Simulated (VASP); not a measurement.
Input:

```
CELL_PARAMETERS angstrom
      0.00000     2.07000     2.07000
      2.07000     0.00000     2.07000
      2.07000     2.07000     0.00000
ATOMIC_POSITIONS crystal
  V  0.00000 0.00000 0.00000
  N  0.50000 0.50000 0.50000
```

Computed with revPBE GGA, VASP's PBE PAW potentials (set 64) (plane waves; VASP). Settings: 520 eV cut-off, 17×17×17 Γ-centred mesh, tetrahedra with Blöchl corrections, potentials V_sv N.

### Question
Predict the energy per atom (σ→0), band gap (on the k-mesh) with the smallest direct gap where there is one.

### Answer

```json
{
 "band gap (on the k-mesh)": "none (metal, semimetal or under 0.01 eV)",
 "energy per atom (σ→0)": "-9233 meV/atom"
}
```

Total energies compare only between runs with the same potentials, cut-off and functional.

The compound is VN in the rock salt structure, which distorts at low temperature. The cell was not relaxed at this level. The run is not spin-polarised, so no magnetic state was tried. VASP warned that the highest band is occupied, so more bands are needed.
